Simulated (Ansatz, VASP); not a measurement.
## Cross-check of Si11Ge24O30 (amorphous SiO2 against Ge(100), 7.6 A) between VASP and Ansatz

Aim: how closely do two programs agree when they are given the same cell, functional and k mesh? Of the first pair: The structure shown is the start of the Ansatz relaxation below; VASP solves that cell, so the two are compared at the walk's first step.

Calculated with Ansatz 0.2.0; plane waves, with VASP 6.6.1 beside it; single point at PBE.

**1. The structure**

The cell holds 130 atoms: 48 Ge, 22 Si and 60 O. Cell: a = 11.440 Å, b = 11.440 Å, c = 17.776 Å, α = 90.0°, β = 90.0°, γ = 90.0°. It derives from Ge (6 planes of diamond Ge(100)). A slab of 6 planes of diamond Ge(100) (starting lattice constant a = 5.72 A), 11.44 x 11.44 A in plane. 82 atoms (22 Si, 60 O) packed at random between the slab and its periodic image at 2.2 g/cm^3 (a layer of 9.1 A) and pushed apart as soft spheres. Langevin MD at fixed cell with the MACE-MP-0b2 small potential (Batatia et al., arXiv:2401.00096), steps of 1.5 fs: 0.63 ps at 3200 K with the crystal held, 3200 to 600 K in 1.8 ps with the crystal held, 600 to 300 K in 0.9 ps with its inner planes held; soft walls kept the melt out of the crystal while it was held. Then all atoms and the cell's height relaxed. The structure's axis is c.

**2. Ansatz: relaxation, PBE**

Ansatz runs on its default PAW (the set named soft_2) files.

The two programs are compared at the cell with which this relaxation starts, whose forces are those of its first step.

Input file input.yaml:

```yaml
crystal:
  lattice:
    - [11.44, 0.0, 0.0]
    - [0.0, 11.44, 0.0]
    - [0.0, 0.0, 17.77641]
  atoms:
    - { symbol: Ge, position: [0.98567, 0.01667, 0.2849] }
    - { symbol: Ge, position: [0.09599, 0.14946, 0.03121] }
    - { symbol: Ge, position: [0.99586, 0.27254, 0.13213] }
    - { symbol: Ge, position: [0.12396, 0.38121, 0.22082] }
    - { symbol: Ge, position: [0.23931, 0.0457, 0.12558] }
    - { symbol: Ge, position: [0.38629, 0.13102, 0.21119] }
    - { symbol: Ge, position: [0.26362, 0.25537, 0.29425] }
    - { symbol: Ge, position: [0.35138, 0.37127, 0.06542] }
    - { symbol: Ge, position: [0.12704, 0.12523, 0.36388] }
    - { symbol: Ge, position: [0.05523, 0.28461, 0.44227] }
    - { symbol: Ge, position: [0.20104, 0.96145, 0.44559] }
    - { symbol: Ge, position: [0.39383, 0.37908, 0.37679] }
    - { symbol: Ge, position: [0.99586, 0.51399, 0.29378] }
    - { symbol: Ge, position: [0.15553, 0.6673, 0.99934] }
    - { symbol: Ge, position: [0.00011, 0.75179, 0.14173] }
    - { symbol: Ge, position: [0.12404, 0.90461, 0.20346] }
    - { symbol: Ge, position: [0.22916, 0.51528, 0.13621] }
    - { symbol: Ge, position: [0.3804, 0.62649, 0.20135] }
    - { symbol: Ge, position: [0.25632, 0.76795, 0.27209] }
    - { symbol: Ge, position: [0.28055, 0.92051, 0.01725] }
    - { symbol: Ge, position: [0.13564, 0.64822, 0.36] }
    - { symbol: Ge, position: [0.04584, 0.80405, 0.43987] }
    - { symbol: Ge, position: [0.30476, 0.57147, 0.43428] }
    - { symbol: Ge, position: [0.3682, 0.88721, 0.36374] }
    - { symbol: Ge, position: [0.51074, 0.0046, 0.29036] }
    - { symbol: Ge, position: [0.73895, 0.19145, 0.02313] }
    - { symbol: Ge, position: [0.50859, 0.25041, 0.12681] }
    - { symbol: Ge, position: [0.63574, 0.38509, 0.20192] }
    - { symbol: Ge, position: [0.77289, 0.96622, 0.11928] }
    - { symbol: Ge, position: [0.8613, 0.13971, 0.20368] }
[... 94 atom lines left out ...]
    - { symbol: O, position: [0.77379, 0.20394, 0.5281] }
    - { symbol: O, position: [0.21114, 0.58933, 0.67289] }
    - { symbol: O, position: [0.5228, 0.36249, 0.88059] }
    - { symbol: O, position: [0.71839, 0.97839, 0.68252] }
    - { symbol: O, position: [0.90287, 0.02803, 0.48799] }
    - { symbol: O, position: [0.99123, 0.03349, 0.05071] }
kpoints:
  mp_grid: { grid: [1, 1, 1] }
hamiltonian:
  xc: pbe
scf:
  occupations: { method: fermi_dirac, width: 0.025 }
output:
  forces: true
relax:
  f_tol: 0.08
  max_steps: 90
  cell: { fix: [a, b, alpha, beta, gamma] }
```

Started as:

```bash
$ ansatz run input.yaml --threads 4 --pin off --max-ram 15872MiB --backend cpu --events-out ev --progress --plain --runs-dir out
```

Numbers of over 12 decimals in the logs are rounded to 6 here.

The program printed:

```text
Engine: ansatz 0.2.0, aarch64-unknown-linux-gnu
Pseudopotentials: kind: paw
Pseudopotential: Ge, paw, valence charge 14, recommended cutoff 420 eV (normal), Ge.paw.azcp
Pseudopotential: Si, paw, valence charge 4, recommended cutoff 420 eV (normal), Si.paw.azcp
Pseudopotential: O, paw, valence charge 6, recommended cutoff 420 eV (normal), O.paw.azcp
Functional definition: PBE
  parameter kappa = 0.804
  parameter beta = 0.066725
  exchange = pbe_x(kappa = kappa, mu = beta*pi^2/3)
  correlation = pbe_c(beta = beta)
Crystal: 130 atoms, lattice volume = 2326.463 Å³
Basis set: ecut = 420 eV, 45435 PW (Γ), exchange–correlation on 160×160×240 points (8 copies of the dense FFT grid, shifted against one another)
Bands: 690, of which v1, the nominal top of the filled ones, is band 560 counted from 1 (559 counted from 0)
Symmetry: 1 space group operations
Space group: P1 (ITA 1), of the structure as read, at distance tolerance 1.3e-4 Å
k-points: 1
Non-local potential: Ge, projectors of the file, l = 0: 2, l = 1: 2, l = 2: 3, l = 3: 1
Non-local potential: Si, projectors of the file, l = 0: 2, l = 1: 2, l = 2: 2
Non-local potential: O, projectors of the file, l = 0: 2, l = 1: 2, l = 2: 1
PAW form: soft (Blöchl's): semilocal exchange-correlation on the pseudo side does not see the compensation charge
PAW one-centre angular grid: Ge, 590 points (default); XC on 64 Gauss nodes
PAW one-centre angular grid: Si, 110 points (default); XC on 64 Gauss nodes
PAW one-centre angular grid: O, 110 points (default); XC on 64 Gauss nodes
Initial density: superposition of atomic densities (neutral atoms: chi_scale 0, normalization atom), corrected by the library's trained network
Initial wavefunctions: pseudopotential atomic-orbital guess
Functional: x = pbe(κ = 0.804, μ = 0.219515), c = pbe(β = 0.066725)
SCF iter   1: F=—  HF=-254243.754241 eV  |F-HF|=—  |Δ(HF+E_count)|=         —  Δρ=3.87e-3  dr2=1.12e0  ethr=1.77e-3  ⟨swp⟩=5.0  Hψ=2505  notcnv=0  defer=93
preconditioner: auto → LDOS  [insulator: Δε(μ)=0.209 eV  Ē_g=19.662 eV  σ=0.025 eV  W_gap=0.97  n_scr=536 (ndim 8)  ℏωp=25.8 eV  f_vac=0.176  D(μ)=2.39/eV (n_scr^D=2)  ε∞_Penn≈2.7  β→1.0]
SCF iter   2: F=—  HF=-254244.045802 eV  |F-HF|=—  |Δ(HF+E_count)|=   2.92e-1  Δρ=5.66e-3  dr2=4.09e0  ethr=1.00e-4  ⟨swp⟩=3.0  Hψ=1851  notcnv=0  defer=122
SCF iter   3: F=—  HF=-254243.606203 eV  |F-HF|=—  |Δ(HF+E_count)|=   4.40e-1  Δρ=1.53e-3  dr2=1.71e-1  ethr=1.00e-4  ⟨swp⟩=4.0  Hψ=873  notcnv=0  defer=122
SCF iter   4: F=—  HF=-254243.589691 eV  |F-HF|=—  |Δ(HF+E_count)|=   1.65e-2  Δρ=6.77e-4  dr2=2.44e-2  ethr=1.53e-5  ⟨swp⟩=2.0  Hψ=1068  notcnv=0  defer=122
SCF iter   5: F=—  HF=-254243.586690 eV  |F-HF|=—  |Δ(HF+E_count)|=   3.00e-3  Δρ=4.60e-4  dr2=7.30e-3  ethr=2.18e-6  ⟨swp⟩=2.0  Hψ=888  notcnv=0  defer=122
SCF iter   6: F=—  HF=-254243.585577 eV  |F-HF|=—  |Δ(HF+E_count)|=   1.11e-3  Δρ=1.62e-4  dr2=1.01e-3  ethr=6.52e-7  ⟨swp⟩=2.0  Hψ=888  notcnv=0  defer=122
SCF iter   7: F=—  HF=-254243.585474 eV  |F-HF|=—  |Δ(HF+E_count)|=   1.03e-4  Δρ=8.90e-5  dr2=2.71e-4  ethr=8.97e-8  ⟨swp⟩=2.0  Hψ=887  notcnv=0  defer=122
SCF iter   8: F=—  HF=-254243.585446 eV  |F-HF|=—  |Δ(HF+E_count)|=   2.79e-5  Δρ=5.34e-5  dr2=1.05e-4  ethr=2.42e-8  ⟨swp⟩=2.0  Hψ=886  notcnv=0  defer=122
SCF iter   9: F=—  HF=-254243.585454 eV  |F-HF|=—  |Δ(HF+E_count)|=   7.46e-6  Δρ=2.95e-5  dr2=3.51e-5  ethr=9.34e-9  ⟨swp⟩=2.0  Hψ=887  notcnv=0  defer=122
SCF iter  10: F=—  HF=-254243.585395 eV  |F-HF|=—  |Δ(HF+E_count)|=   5.87e-5  Δρ=1.65e-5  dr2=1.10e-5  ethr=3.13e-9  ⟨swp⟩=3.0  Hψ=1049  notcnv=0  defer=122
SCF iter  11: F=—  HF=-254243.585394 eV  |F-HF|=—  |Δ(HF+E_count)|=   1.12e-6  Δρ=9.16e-6  dr2=3.31e-6  ethr=9.79e-10  ⟨swp⟩=2.0  Hψ=866  notcnv=0  defer=122
SCF iter  12: F=—  HF=-254243.585394 eV  |F-HF|=—  |Δ(HF+E_count)|=   2.69e-7  Δρ=5.83e-6  dr2=1.17e-6  ethr=2.95e-10  ⟨swp⟩=2.0  Hψ=883  notcnv=0  defer=122
SCF iter  13: F=—  HF=-254243.585394 eV  |F-HF|=—  |Δ(HF+E_count)|=   8.81e-8  Δρ=3.28e-6  dr2=3.08e-7  ethr=1.04e-10  ⟨swp⟩=2.0  Hψ=883  notcnv=0  defer=122
SCF iter  14: F=-254243.585394 eV  HF=-254243.585394 eV  |F-HF|=3.42e-8  |Δ(HF+E_count)|=   1.53e-8  Δρ=1.60e-6  dr2=6.27e-8  ethr=8.93e-12  ⟨swp⟩=4.0  Hψ=2077  notcnv=0
SCF 1 converged in 14 iterations: F = -254243.585394 eV  dr2 = 6.27e-8
  greatest PAW one-centre occupation: 0.999 electrons in one spin orbital (limit 2), on the Ge atom at site 19 (counted from 0), in its partial waves of l = 2
relax step   1: F+E_penalty+E_count = -254243.58539359 eV  Δ(F+E_penalty+E_count) = +0.000e0 eV  max|allowed force component| = 1.356e0 eV/Å  Δτ_max = 0.0000 Å  P = +1.129 GPa  Ω = 2326.463 Å³  fix = [a, b, alpha, beta, gamma]  reactions: a +1.915, b +2.002 GPa; alpha -0.393, beta +0.838, gamma +0.146 GPa/rad  (14 SCF iters, dr2 threshold 1.00e-7 eV, accepted)
Crystal: 130 atoms, lattice volume = 2317.975 Å³
[...]
- { symbol: Ge, position: [0.361777, 0.897577, 0.368124] }
    - { symbol: Ge, position: [0.503290, 0.0096993, 0.293998] }
    - { symbol: Ge, position: [0.772150, 0.180012, 0.010993] }
    - { symbol: Ge, position: [0.488815, 0.272038, 0.133524] }
    - { symbol: Ge, position: [0.629244, 0.397130, 0.205422] }
    - { symbol: Ge, position: [0.794563, 0.958102, 0.129260] }
    - { symbol: Ge, position: [0.859909, 0.144939, 0.200259] }
    - { symbol: Ge, position: [0.750115, 0.267435, 0.296527] }
    - { symbol: Ge, position: [0.879334, 0.385005, 0.025738] }
    - { symbol: Ge, position: [0.629835, 0.130949, 0.379407] }
    - { symbol: Ge, position: [0.490458, 0.240466, 0.463573] }
    - { symbol: Ge, position: [0.758859, 0.974705, 0.439619] }
    - { symbol: Ge, position: [0.885426, 0.389185, 0.382888] }
    - { symbol: Ge, position: [0.490522, 0.504420, 0.289677] }
    - { symbol: Ge, position: [0.625479, 0.656119, 0.023445] }
    - { symbol: Ge, position: [0.490317, 0.749996, 0.117155] }
    - { symbol: Ge, position: [0.614965, 0.884273, 0.201556] }
    - { symbol: Ge, position: [0.748955, 0.506528, 0.107714] }
    - { symbol: Ge, position: [0.864979, 0.623255, 0.201264] }
    - { symbol: Ge, position: [0.736930, 0.742318, 0.282135] }
    - { symbol: Ge, position: [0.981691, 0.886291, -0.00399015] }
    - { symbol: Ge, position: [0.607398, 0.637219, 0.374183] }
    - { symbol: Ge, position: [0.446173, 0.740950, 0.440466] }
    - { symbol: Ge, position: [0.781983, 0.489442, 0.489058] }
    - { symbol: Ge, position: [0.879153, 0.862351, 0.353018] }
    - { symbol: Si, position: [0.200743, 0.342087, 0.571889] }
    - { symbol: Si, position: [0.309405, 0.100923, 0.577192] }
    - { symbol: Si, position: [0.992280, 0.815438, 0.806691] }
    - { symbol: Si, position: [0.891917, 0.137776, 0.541852] }
    - { symbol: Si, position: [0.919173, 0.697922, 0.577520] }
    - { symbol: Si, position: [0.301217, 0.558576, 0.609650] }
    - { symbol: Si, position: [0.710080, 0.860208, 0.605435] }
    - { symbol: Si, position: [0.250138, 0.407268, 0.901292] }
    - { symbol: Si, position: [0.690255, 0.287657, 0.579943] }
    - { symbol: Si, position: [0.072862, 0.516654, 0.667243] }
    - { symbol: Si, position: [0.772078, 0.096585, 0.680685] }
    - { symbol: Si, position: [0.431921, 1.013008, 0.890732] }
    - { symbol: Si, position: [0.558009, 0.230179, 0.910544] }
    - { symbol: Si, position: [0.469354, 0.755807, 0.621192] }
    - { symbol: Si, position: [0.953754, 0.647951, 0.876529] }
    - { symbol: Si, position: [0.017077, 0.434605, 0.832573] }
    - { symbol: Si, position: [0.673256, 0.921481, 0.958262] }
    - { symbol: Si, position: [0.367526, 0.960923, 0.719900] }
    - { symbol: Si, position: [0.111214, 0.209613, 0.866502] }
    - { symbol: Si, position: [0.488211, 0.488322, 0.930683] }
    - { symbol: Si, position: [0.758576, 0.095392, 0.851631] }
    - { symbol: Si, position: [0.107828, 0.980022, 0.780082] }
    - { symbol: O, position: [0.032523, 0.450462, 0.743353] }
    - { symbol: O, position: [0.617435, 0.216036, 0.994370] }
    - { symbol: O, position: [0.905872, 0.516260, 0.859575] }
    - { symbol: O, position: [0.318680, 0.417336, 0.595439] }
    - { symbol: O, position: [0.074863, 0.906580, 0.858732] }
    - { symbol: O, position: [0.999734, 0.298995, 0.855277] }
    - { symbol: O, position: [0.180385, 0.346005, 0.479012] }
    - { symbol: O, position: [0.891194, 0.099057, 0.629914] }
    - { symbol: O, position: [0.424034, 0.620739, 0.633256] }
    - { symbol: O, position: [0.252200, 0.363938, 0.989901] }
    - { symbol: O, position: [0.846620, 0.625979, 0.512462] }
    - { symbol: O, position: [0.698101, 0.789973, 0.988239] }
    - { symbol: O, position: [0.836314, 0.155520, 0.917949] }
    - { symbol: O, position: [0.232086, 0.286633, 0.851951] }
    - { symbol: O, position: [0.410065, 0.835927, 0.686825] }
    - { symbol: O, position: [0.056005, 0.685645, 0.811412] }
    - { symbol: O, position: [0.113950, 0.628725, 0.096289] }
    - { symbol: O, position: [0.610519, 0.765793, 0.630742] }
    - { symbol: O, position: [0.724958, 1.010130, 0.028416] }
    - { symbol: O, position: [0.003886, 0.220176, 0.529766] }
    - { symbol: O, position: [0.697718, 0.217435, 0.661114] }
    - { symbol: O, position: [0.112488, 0.149065, 0.949033] }
    - { symbol: O, position: [0.362528, 0.492288, 0.884575] }
    - { symbol: O, position: [0.226966, 0.211020, 0.602729] }
[...]
- { symbol: O, position: [0.536084, 0.949410, 0.940116] }
    - { symbol: O, position: [0.647101, 0.525473, 0.442931] }
    - { symbol: O, position: [0.769023, 0.207273, 0.521000] }
    - { symbol: O, position: [0.201578, 0.579290, 0.675172] }
    - { symbol: O, position: [0.546728, 0.369619, 0.895526] }
    - { symbol: O, position: [0.700018, 0.977253, 0.659481] }
    - { symbol: O, position: [0.893644, 0.029460, 0.482749] }
    - { symbol: O, position: [0.992767, 0.021556, 0.055155] }
```

**3. VASP: single point, PBE, start cell, pair 1**

The same cell, functional, mesh and smearing now go to VASP, with its own data sets.

Lines of VASP's logs that name or quote its potential files are left out, and so is its time.

Input file INCAR:

```
SYSTEM = Si11Ge24O30
PREC = Accurate
ENCUT = 520
EDIFF = 1E-06
NELM = 120
ISMEAR = -1
SIGMA = 0.025
LREAL = Auto
ALGO = Normal
GGA = PE
NBANDS = 656
LORBIT = 11
LWAVE = .FALSE.
LCHARG = .FALSE.
ISIF = 2
LASPH = .TRUE.
GGA_COMPAT = .FALSE.
EFERMI = MIDGAP
NCORE = 4
```

Input file POSCAR:

```
Si11Ge24O30
1.0
   11.4400000000      0.0000000000      0.0000000000
    0.0000000000     11.4400000000      0.0000000000
    0.0000000000      0.0000000000     17.7764100000
Ge Si O
48 22 60
Direct
    0.9856730769      0.0166695804      0.2849000445
    0.0959877622      0.1494580420      0.0312099012
    0.9958566434      0.2725437063      0.1321301658
    0.1239597902      0.3812062937      0.2208207394
    0.2393094406      0.0456993007      0.1255821620
    0.3862937063      0.1310227273      0.2111899984
    0.2636188811      0.2553671329      0.2942495138
    0.3513811189      0.3712674825      0.0654181581
    0.1270367133      0.1252272727      0.3638811211
    0.0552272727      0.2846066434      0.4422715273
    0.2010402098      0.9614510490      0.4455905326
    0.3938286713      0.3790821678      0.3767914894
    0.9958566434      0.5139860140      0.2937826029
    0.1555332168      0.6672989510      0.9993412618
    0.0001136364      0.7517919580      0.1417327796
    0.1240384615      0.9046066434      0.2034606538
    0.2291608392      0.5152797203      0.1362086045
    0.3804020979      0.6264860140      0.2013511165
    0.2563199301      0.7679458042      0.2720909340
    0.2805506993      0.9205069930      0.0172475770
    0.1356381119      0.6482167832      0.3599995725
    0.0458391608      0.8040472028      0.4398694675
    0.3047639860      0.5714685315      0.4342777872
    0.3681993007      0.8872115385      0.3637404853
    0.5107430070      0.0045979021      0.2903623398
    0.7389510490      0.1914510490      0.0231317797
    0.5085926573      0.2504108392      0.1268085063
    0.6357430070      0.3850874126      0.2019192852
    0.7728933566      0.9662237762      0.1192816772
    0.8613024476      0.1397115385      0.2036800456
[... 94 atom lines left out ...]
    0.7737937063      0.2039423077      0.5280987556
    0.2111363636      0.5893269231      0.6728917706
    0.5227972028      0.3624912587      0.8805883753
    0.7183916084      0.9783916084      0.6825225116
    0.9028671329      0.0280332168      0.4879894197
    0.9912325175      0.0334877622      0.0507076513
```

Input file KPOINTS:

```
Automatic mesh
0
Gamma
1 1 1
0 0 0
```

Potentials, in the order of the species: Ge_d, Si and O (PBE family, release 64).

Started as:

```bash
$ mpirun -np 16 vasp_gam
```

The program printed:

```text
[banner, memory and clock lines left out]
running   16 mpi-ranks, on    1 nodes
[...]
LDA part: xc-table for (Slater+PW92), standard interpolation
 POSCAR, INCAR and KPOINTS ok, starting setup
[...]
entering main loop
       N       E                     dE             d eps       ncg     rms          rms(c)
DAV:   1     0.353452862145E+05    0.35345E+05   -0.35575E+05  1448   0.438E+03
DAV:   2     0.790620794177E+04   -0.27439E+05   -0.26309E+05  1312   0.118E+03
DAV:   3     0.447256117621E+03   -0.74590E+04   -0.70531E+04  1400   0.377E+02
DAV:   4    -0.835881889735E+03   -0.12831E+04   -0.12370E+04  1552   0.165E+02
[...]
DAV:  21    -0.833406038800E+03    0.38582E-05   -0.65643E-05  1528   0.269E-02    0.466E-03
DAV:  22    -0.833406037762E+03    0.10381E-05   -0.15200E-05  1480   0.175E-02    0.358E-03
DAV:  23    -0.833406038128E+03   -0.36616E-06   -0.87240E-06  1208   0.115E-02
   1 F= -.83340604E+03 E0= -.83339309E+03  d E =-.259059E-01
```

Parts of OUTCAR (step 3):

```text
  FREE ENERGIE OF THE ION-ELECTRON SYSTEM (eV)
  ---------------------------------------------------
  free  energy   TOTEN  =      -833.4060381280 eV

  energy  without entropy=     -833.3801322616  energy(sigma->0) =     -833.39308519

[... 1 further part left out ...]
```

The run ends at a pressure of 1.17 GPa, with forces up to 1.3 eV/Å.

**4. Differences**

Known differences besides the potentials themselves: the cutoff is 420 eV in Ansatz and 520 eV in VASP (PREC = Accurate, projectors in real space). Total energies have different zeros and are not compared.

Forces on 10 of the 130 atoms, those with the largest forces and the largest differences (eV/Å; atoms numbered as in POSCAR):

| atom | Ansatz x, y, z | VASP x, y, z |
| --- | --- | --- |
| Ge3 | -0.664, 0.678, -0.276 | -0.664, 0.677, -0.276 |
| Ge8 | -0.101, 0.726, -0.722 | -0.103, 0.721, -0.689 |
| Ge15 | 0.713, -0.621, 0.427 | 0.695, -0.607, 0.431 |
| Ge20 | 0.385, -0.675, 0.217 | 0.394, -0.671, 0.215 |
| Ge26 | -0.136, -0.059, -1.356 | -0.117, -0.045, -1.313 |
| Ge44 | 0.006, 0.198, -0.839 | -0.014, 0.195, -0.832 |
| Ge47 | -0.518, 0.603, 0.451 | -0.508, 0.630, 0.454 |
| Si70 | -0.016, -0.020, -0.027 | 0.022, 0.031, -0.097 |
| O75 | -0.058, 0.011, -0.057 | -0.031, 0.026, 0.036 |
| O86 | -0.141, 0.034, 0.149 | -0.077, -0.021, 0.120 |

The forces differ by 21 meV/Å r.m.s., which is 7.4 % of the r.m.s. force of 0.283 eV/Å (both taken over all components).

(Part 1 of 2 ends here.)

[Lines on the potential files, build, host, timing and source positions are cut from VASP's logs without a mark.]

[Logs are printed without paths, hosts, clocks, repeated set-up lines and the standing remarks that a program may print on its own settings, such as how far it seeks lower states.]

[Hosts, paths, dates, database ids (printed as entryN), source tags and the programs' standing remarks are cut or masked in the printed files.]
